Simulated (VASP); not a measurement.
Be3Se2O:

```xyz
6
Lattice="2.8837 -5.0233 0.0000 2.8837 5.0233 0.0000 -1.9928 0.0000 3.0839" Properties=species:S:1:pos:R:3 pbc="T T T"
Be    0.8062   -1.3580    0.8016
Be    0.8062    1.3580    0.8016
Be    4.2853    0.0000    0.3414
Se    2.9150    1.6724    0.0214
Se    2.9150   -1.6724    0.0214
O     0.0342    0.0000    0.4864
```

The cell was built by a generator and needn't be a form met in nature.

Base run:

| Property | Result |
| --- | --- |
| Program | VASP 6.6.1 |
| Functional | HSE06 |
| Potentials or basis | VASP PAW PBE potentials, release 64 (Be, Se, O) |
| Cutoff | 520 eV |
| k mesh | 4 × 4 × 6 |
| Occupations | gaussian, width 0.02 eV |
| Spin | no spin polarisation |

Its results: band gap on the k mesh 3.73 eV, direct; pressure -2.1 GPa.

Question: The run is repeated on the same cell with these changes: functional from HSE06 to PBE; further incar settings from ALGO = Normal; EDIFF = 1e-05 to ALGO = Normal; EDIFF = 1e-06. What comes out?

Answer: Band gap on the k mesh 2.82 eV, direct; pressure 0.0 GPa.

Caveats: the PAW data sets were made with another functional, which shifts forces and pressure a little (some runs).

A k mesh can miss the band edges.
